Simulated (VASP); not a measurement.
```
CELL_PARAMETERS angstrom
      5.02446     0.00000     0.00000
      0.00000     5.02446     0.00000
      0.00000     0.00000     5.02446
ATOMIC_POSITIONS crystal
  K  0.50000 0.50000 0.50000
  Au 0.00000 0.00000 0.00000
  Cl 0.50000 0.00000 0.00000
  Cl 0.00000 0.50000 0.00000
  Cl 0.00000 0.00000 0.50000
```

Method: PBEsol GGA with spin-orbit coupling, VASP's PBE PAW potentials (set 64) (plane waves; VASP). Settings: 400 eV cut-off, 6×6×6 Γ-centred mesh, Gaussian smearing of 0.050 eV, potentials K_sv Au Cl.

Question: Give the energies of bands 31 to 44 at the high-symmetry points, in eV from the Fermi level.

Answer: 
```
band      Γ      X      M      R
----  -----  -----  -----  -----
31    -2.79  -2.99  -3.05  -2.08
32    -2.79  -2.99  -3.05  -2.08
33    -2.79  -2.72  -2.43  -2.01
34    -2.79  -2.72  -2.43  -2.01
35    -2.73  -2.63  -2.08  -2.01
36    -2.73  -2.63  -2.08  -2.01
37    -2.67  -2.46  -2.00  -1.78
38    -2.67  -2.46  -2.00  -1.78
39    -2.50  -1.84  -1.81   1.04
40    -2.50  -1.84  -1.81   1.04
41    -2.50  -1.79   1.03   1.04
42    -2.50  -1.79   1.03   1.04
43     0.08   3.84   5.59   4.44
44     0.08   3.84   5.59   4.44
```

It has no gap at this level: it comes out as a metal or semimetal.

The structure comes from a computed database's KAuCl3 entry (Pm-3m); how it stands against other phases isn't given here. It was relaxed first, which changed the volume by -7 %.
